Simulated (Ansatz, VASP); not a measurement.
## VSi2: VASP beside Ansatz

One calculation is typed for both programs; each brings its own data sets and cutoff. How far apart do they land?

Main program and level: Ansatz 0.2.0; plane waves, with VASP 6.6.1 beside it; single point at PBE and single point at RPBE with D3(BJ).

## (1) The structure

The structure is hexagonal, space group P6_222 (No. 180). Conventional cell: a = 4.535 Å, b = 4.535 Å, c = 6.319 Å, α = 90.00°, β = 90.00°, γ = 120.00°. V has 10 Si at 2.49 to 2.65 Å nearest. Nearest to Si lie 5 Si at 2.46 to 2.65 Å and 5 V at 2.49 to 2.65 Å. Farther neighbours are not listed.

As a file:

```
V Si
1.0
     4.53480    0.00000    0.00000
    -2.26740    3.92725    0.00000
     0.00000    0.00000    6.31890
V Si
3 6
Direct
  0.50000 0.00000 0.50000
  0.50000 0.50000 0.83333
  0.00000 0.50000 0.16667
  0.32499 0.16249 0.16667
  0.83751 0.16249 0.83333
  0.16249 0.32499 0.50000
  0.67501 0.83751 0.16667
  0.16249 0.83751 0.83333
  0.83751 0.67501 0.50000
```

## (2) VASP: single point, PBE

A single point gives forces, pressure and levels at one fixed geometry, so differences don't come from the geometry; what else differs is listed under the comparison.

Lines of VASP's logs that name or quote its potential files are left out, and so is its time.

File INCAR:

```
SYSTEM = VSi2
PREC = Accurate
ENCUT = 400
EDIFF = 1E-06
NELM = 100
ISMEAR = -1
SIGMA = 0.05
LREAL = .FALSE.
ALGO = Normal
GGA = PE
NBANDS = 45
ISPIN = 2
MAGMOM = 2 2 2 0 0 0 0 0 0
LMAXMIX = 4
LORBIT = 11
LWAVE = .FALSE.
LCHARG = .FALSE.
KPAR = 4
ISIF = 2
```

File POSCAR:

```
VSi2
1.0
    4.5347995798      0.0000000000      0.0000000000
   -2.2673997899      3.9272516372      0.0000000000
    0.0000000000      0.0000000000      6.3189006300
V Si
3 6
Direct
    0.5000000000      0.0000000000      0.5000000000
    0.5000000000      0.5000000000      0.8333333333
    0.0000000000      0.5000000000      0.1666666667
    0.3249864500      0.1624932250      0.1666666667
    0.8375067750      0.1624932250      0.8333333333
    0.1624932250      0.3249864500      0.5000000000
    0.6750135500      0.8375067750      0.1666666667
    0.1624932250      0.8375067750      0.8333333333
    0.8375067750      0.6750135500      0.5000000000
```

File KPOINTS:

```
Automatic mesh
0
Gamma
7 7 4
0 0 0
```

PAW data sets: V_sv and Si (PBE family, release 64).

Launch:

```console
mpirun -np 4 vasp_std
```

Numbers of over 12 decimals in the logs are rounded to 6 here.

The log of the run:

```text
[banner, memory and clock lines left out]
running    4 mpi-ranks, on    1 nodes
 distrk:  each k-point on    1 cores,    4 groups
 distr:  one band on    1 cores,    1 groups

 POSCAR found type information on POSCAR V Si
 POSCAR found :  2 types and       9 ions
 LDA part: xc-table for (Slater+PW92), standard interpolation
 POSCAR, INCAR and KPOINTS ok, starting setup
 FFT: planning ... GRIDC
 FFT: planning ... GRID_SOFT
 FFT: planning ... GRID
 WAVECAR not read
 entering main loop
       N       E                     dE             d eps       ncg     rms          rms(c)
DAV:   1     0.594213065632E+03    0.59421E+03   -0.28843E+04  4704   0.115E+03
DAV:   2    -0.305282178223E+02   -0.62474E+03   -0.60115E+03  4430   0.389E+02
DAV:   3    -0.685636613199E+02   -0.38035E+02   -0.36604E+02  5625   0.949E+01
DAV:   4    -0.694113331173E+02   -0.84767E+00   -0.84251E+00  5368   0.136E+01
DAV:   5    -0.694262980572E+02   -0.14965E-01   -0.14946E-01  5235   0.198E+00    0.448E+01
DAV:   6    -0.686278101450E+02    0.79849E+00   -0.90963E+01  5562   0.555E+01    0.219E+01
DAV:   7    -0.648339296881E+02    0.37939E+01   -0.52493E+01  5465   0.470E+01    0.170E+01
DAV:   8    -0.639287799677E+02    0.90515E+00   -0.38336E+00  5265   0.113E+01    0.609E+00
DAV:   9    -0.638707669975E+02    0.58013E-01   -0.42921E-01  5617   0.342E+00    0.175E+00
DAV:  10    -0.638697874859E+02    0.97951E-03   -0.14510E-02  5277   0.602E-01    0.628E-01
DAV:  11    -0.638689554512E+02    0.83203E-03   -0.73629E-03  5183   0.460E-01    0.298E-01
DAV:  12    -0.638688318019E+02    0.12365E-03   -0.88712E-04  4999   0.194E-01    0.106E-01
DAV:  13    -0.638688124514E+02    0.19350E-04   -0.18021E-04  5526   0.690E-02    0.322E-02
DAV:  14    -0.638688221745E+02   -0.97231E-05   -0.28414E-05  5531   0.301E-02    0.152E-02
DAV:  15    -0.638688218265E+02    0.34796E-06   -0.17907E-06  3540   0.877E-03
   1 F= -.63868822E+02 E0= -.63846423E+02  d E =-.447982E-01  mag=     0.0024
```

OUTCAR, selected parts (step 2):

```text
ion  position               nearest neighbor table
   1  0.500  0.000  0.500-   4 2.49   5 2.49   7 2.49   8 2.49   6 2.60   6 2.60   9 2.60   9 2.60
                             6 2.65   9 2.65
   2  0.500  0.500  0.833-   6 2.49   9 2.49   7 2.49   4 2.49   8 2.60   5 2.60   8 2.60   5 2.60
                             8 2.65   5 2.65
   3  0.000  0.500  0.167-   6 2.49   9 2.49   8 2.49   5 2.49   4 2.60   7 2.60   4 2.60   7 2.60
                             7 2.65   4 2.65
   4  0.325  0.162  0.167-   6 2.46   8 2.46   1 2.49   2 2.49   7 2.55   3 2.60   3 2.60   3 2.65
                             7 2.65   7 2.65   9 3.05   5 3.05   9 3.14   5 3.14
   5  0.838  0.162  0.833-   6 2.46   7 2.46   1 2.49   3 2.49   8 2.55   2 2.60   2 2.60   2 2.65
                             8 2.65   8 2.65   9 3.05   4 3.05   9 3.14   4 3.14
   6  0.162  0.325  0.500-   4 2.46   5 2.46   2 2.49   3 2.49   9 2.55   1 2.60   1 2.60   1 2.65
                             9 2.65   9 2.65   8 3.05   7 3.05   7 3.14   8 3.14
   7  0.675  0.838  0.167-   9 2.46   5 2.46   1 2.49   2 2.49   4 2.55   3 2.60   3 2.60   3 2.65
                             4 2.65   4 2.65   6 3.05   8 3.05   6 3.14   8 3.14
   8  0.162  0.838  0.833-   9 2.46   4 2.46   1 2.49   3 2.49   5 2.55   2 2.60   2 2.60   2 2.65
                             5 2.65   5 2.65   6 3.05   7 3.05   6 3.14   7 3.14
   9  0.838  0.675  0.500-   7 2.46   8 2.46   2 2.49   3 2.49   6 2.55   1 2.60   1 2.60   1 2.65
                             6 2.65   6 2.65   5 3.05   4 3.05   5 3.14   4 3.14

  LATTYP: Found a hexagonal cell.
 ALAT       =     4.5347995798
 C/A-ratio  =     1.3934244543

 Subroutine GETGRP returns: Found 12 space group operations
 (whereof  4 operations were pure point group operations)

The static configuration has the point symmetry D_2 .
 The point group associated with its full space group is D_6 .

 Found     24 irreducible k-points:

   k-points           NKPTS =     24   k-points in BZ     NKDIM =     24   number of bands    NBANDS=     45

   dimension x,y,z NGX =    30 NGY =   30 NGZ =   42
   dimension x,y,z NGXF=    60 NGYF=   60 NGZF=   84

   ENCUT  =  400.0 eV  29.40 Ry    5.42 a.u.   7.40  7.40 10.30*2*pi/ulx,y,z

   NELECT =      63.0000    total number of electrons

 k-points in reciprocal lattice and weights: Automatic mesh
   0.00000000  0.00000000  0.00000000       0.005
   0.14285714  0.00000000  0.00000000       0.031
   0.28571429  0.00000000  0.00000000       0.031
   0.42857143 -0.00000000  0.00000000       0.031
   0.14285714  0.14285714  0.00000000       0.031
   0.28571429  0.14285714  0.00000000       0.061
   0.42857143  0.14285714  0.00000000       0.031
   0.28571429  0.28571429  0.00000000       0.031
   0.00000000  0.00000000  0.25000000       0.010
[...]
0.42857143  0.14285714  0.50000000       0.031
   0.28571429  0.28571429  0.50000000       0.031

 average (electrostatic) potential at core
       1 -68.7095       2 -68.7095       3 -68.7095       4 -77.9379       5 -77.9379
       6 -77.9379       7 -77.9379       8 -77.9379       9 -77.9379

 E-fermi :  11.5050

 spin component 1
 k-point     1 :       0.0000    0.0000    0.0000
  band No.  band energies     occupation
    ...
     28       9.3673      1.00000
     29       9.3673      1.00000
     30       9.6794      1.00000
     31       9.6794      1.00000
     32       9.7886      1.00000
     33      11.8860      0.00049
     34      13.6545      0.00000
     35      13.9951      0.00000
     36      13.9951      0.00000
     37      14.0429      0.00000
    ...

 k-point     2 :       0.1429    0.0000    0.0000
  band No.  band energies     occupation
    ...
     28       9.5327      1.00000
     29       9.7673      1.00000
     30       9.8040      1.00000
     31       9.9061      1.00000
     32       9.9998      1.00000
     33      11.8369      0.00131
     34      13.3166      0.00000
     35      13.6753      0.00000
     36      13.7076      0.00000
     37      13.7588      0.00000
    ...

 k-point     3 :       0.2857    0.0000    0.0000
  band No.  band energies     occupation
    ...
     28       9.9114      1.00000
     29      10.2511      1.00000
     30      10.3368      1.00000
     31      10.6726      1.00000
     32      10.7253      1.00000
     33      11.5683      0.22012
     34      13.0503      0.00000
     35      13.1890      0.00000
     36      13.3450      0.00000
     37      13.4350      0.00000
    ...

 k-point     4 :       0.4286   -0.0000    0.0000
  band No.  band energies     occupation
    ...
     28      10.0807      1.00000
     29      10.7152      1.00000
     30      10.9174      0.99999
     31      11.3697      0.93746
     32      11.4308      0.81529
     33      11.7588      0.00621
     34      12.6534      0.00000
     35      13.0001      0.00000
     36      13.0836      0.00000
     37      13.6522      0.00000
    ...

 k-point     5 :       0.1429    0.1429    0.0000
  band No.  band energies     occupation
    ...
     28       9.7555      1.00000
     29       9.7622      1.00000
     30      10.2715      1.00000
     31      10.4167      1.00000
     32      10.5855      1.00000
     33      11.6608      0.04244
     34      13.0763      0.00000
     35      13.3643      0.00000
     36      13.4015      0.00000
     37      13.4778      0.00000
    ...

 k-point     6 :       0.2857    0.1429    0.0000
  band No.  band energies     occupation
    ...
     28       9.9893      1.00000
     29      10.2143      1.00000
     30      10.7532      1.00000
     31      11.1325      0.99942
     32      11.4098      0.87045
     33      11.5610      0.24612
     34      12.9077      0.00000
     35      13.0807      0.00000
     36      13.1563      0.00000
     37      13.3598      0.00000
    ...

  Total        2.0367349      2.0367349      3.0287818      0.0000000      0.0000000      0.0000000
  in kB       28.9972453     28.9972453     43.1211378      0.0000000      0.0000000      0.0000000
  external PRESSURE =      33.7052095 kB  Pullay stress =       0.0000000 kB

  energy-cutoff  :      400.00
  volume of cell :      112.54
      direct lattice vectors                 reciprocal lattice vectors
     4.534799580  0.000000000  0.000000000     0.220516912  0.127315499  0.000000000
    -2.267399790  3.927251637  0.000000000     0.000000000  0.254630997  0.000000000
     0.000000000  0.000000000  6.318900630     0.000000000  0.000000000  0.158255377

 POSITION                                       TOTAL-FORCE (eV/Angst)
 -----------------------------------------------------------------------------------
      2.26740      0.00000      3.15945         0.000000     -0.000000     -0.000000
      1.13370      1.96363      5.26575         0.000000     -0.000000      0.000000
     -1.13370      1.96363      1.05315         0.000000     -0.000000     -0.000000
      1.10531      0.63815      1.05315         0.058633      0.033852     -0.000000
      3.42949      0.63815      5.26575        -0.058633      0.033852      0.000000
      0.00000      1.27630      3.15945         0.000000      0.067704     -0.000000
      1.16209      3.28910      1.05315        -0.058633     -0.033852     -0.000000
     -1.16209      3.28910      5.26575         0.058633     -0.033852      0.000000
      2.26740      2.65095      3.15945        -0.000000     -0.067704      0.000000
 -----------------------------------------------------------------------------------
    total drift:                               -0.000000      0.000000      0.000001

  FREE ENERGIE OF THE ION-ELECTRON SYSTEM (eV)
  ---------------------------------------------------
  free  energy   TOTEN  =       -63.8688218265 eV

  energy  without entropy=      -63.8240236526  energy(sigma->0) =      -63.84642274

 total charge
# of ion       s       p       d       tot
------------------------------------------
    1        2.238   6.238   3.256  11.733
    2        2.238   6.238   3.256  11.733
    3        2.238   6.238   3.256  11.733
    4        0.753   0.901   0.000   1.654
    5        0.753   0.901   0.000   1.654
    6        0.753   0.901   0.000   1.654
    7        0.753   0.901   0.000   1.654
    8        0.753   0.901   0.000   1.654
    9        0.753   0.901   0.000   1.654
--------------------------------------------------
tot         11.228  24.122   9.769  45.119

 magnetization (x)
# of ion       s       p       d       tot
------------------------------------------
    1        0.000   0.000   0.002   0.002
    2        0.000   0.000   0.002   0.002
    3        0.000   0.000   0.002   0.002
    4       -0.000  -0.000   0.000  -0.000
    5       -0.000  -0.000   0.000  -0.000
    6       -0.000  -0.000   0.000  -0.000
    7       -0.000  -0.000   0.000  -0.000
    8       -0.000  -0.000   0.000  -0.000
    9       -0.000  -0.000   0.000  -0.000
--------------------------------------------------
tot         -0.000  -0.000   0.005   0.004

[... 6 further parts left out ...]
```

The moments of the start collapse, so the state is non-magnetic; other starts or orders were not tried. LASPH is off, so gradient terms of the non-spherical density inside the spheres are left out; for open d or f shells this can shift gaps and moments. At this level the cell is under a pressure of 3.4 GPa, so at these settings it is away from equilibrium.

(Part 1 of 2 ends here.)

[Lines on the potential files, build, host, timing and source positions are cut from VASP's logs without a mark.]

[Logs are printed without paths, hosts, clocks, repeated set-up lines and the standing remarks that a program may print on its own settings, such as how far it seeks lower states.]

[Hosts, paths, dates, database ids (printed as entryN), source tags and the programs' standing remarks are cut or masked in the printed files.]
